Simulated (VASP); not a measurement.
Here is the system:

```
SrVO3
1.0
    3.83339     0.00000     0.00000
    0.00000     3.83339     0.00000
    0.00000     0.00000     3.83339
Sr V O
1 1 3
Cartesian
  0.00000   0.00000   0.00000
  1.91669   1.91669   1.91669
  1.91669   0.00000   1.91669
  0.00000   1.91669   1.91669
  1.91669   1.91669   0.00000
```

Computed with r2SCAN meta-GGA, VASP's PBE PAW potentials (set 64) (plane waves; VASP 6.6.1). Numerical set-up: 520 eV cut-off, 9×9×9 Γ-centred mesh, tetrahedra with Blöchl corrections, potentials Sr_sv V_sv O.

Q: Give the energies of bands 12 to 23 at the high-symmetry points, in eV from the Fermi level.

A: 
```
band      Γ      X      M      R
----  -----  -----  -----  -----
12    -5.61  -7.19  -7.45  -7.64
13    -5.61  -5.62  -7.31  -6.99
14    -5.61  -5.62  -7.01  -6.99
15    -3.65  -4.94  -5.47  -6.33
16    -3.65  -4.93  -5.47  -6.33
17    -3.65  -4.93  -4.50  -6.33
18    -2.77  -4.49  -4.01  -2.36
19    -2.77  -3.23  -4.01  -2.36
20    -2.77  -3.23  -2.46  -2.36
21    -0.98  -0.86   0.92   1.53
22    -0.98   0.94   0.92   1.53
23    -0.98   0.94   1.31   1.53
```

It has no gap at this level: it comes out as a metal or semimetal.

The compound is SrVO3 in the cubic perovskite structure. It was relaxed first. The run is not spin-polarised, so no magnetic state was tried. The electron count is odd and the run is not spin-polarised, which forces a metal.
